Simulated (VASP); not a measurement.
The system is SnSe2.

```
CELL_PARAMETERS angstrom
3.81927 0.00000 0.00000
-1.90963 3.30758 0.00000
0.00000 0.00000 6.15332
ATOMIC_POSITIONS crystal
Sn 0.00000 0.00000 0.00000
Se 0.66667 0.33333 0.74189
Se 0.33333 0.66667 0.25811
```

The cell is a database's computed one.

Base run:

```yaml
Program: VASP 6.6.1
Functional: r2SCAN
Potentials_or_basis: VASP PAW PBE potentials, release 64 (Sn_d, Se)
Cutoff: 520 eV
k_mesh: 9 × 9 × 4
Occupations: gaussian, width 0.02 eV
Spin: no spin polarisation
```

Its results: band gap on the k mesh 0.95 eV, indirect (least direct gap 1.46 eV); pressure 0.9 GPa.

Problem. The run is repeated on the same cell with these changes: functional from r2SCAN to PBEsol. What comes out?

Solution. Band gap on the k mesh 0.60 eV, indirect (least direct gap 0.98 eV); pressure 0.0 GPa.

r2SCAN gives the wider gap, since meta-GGAs in the generalised Kohn-Sham scheme recover part of the derivative discontinuity.

Caveats: the PAW data sets were made with another functional, which shifts forces and pressure a little; spin-orbit coupling is left out, which moves the levels of the heavy elements; the mesh misses the band edges, which the band path finds closer together (some runs); this functional lacks dispersion, which binds the layers, so the pressure and a relaxed spacing across them are unreliable (some runs).
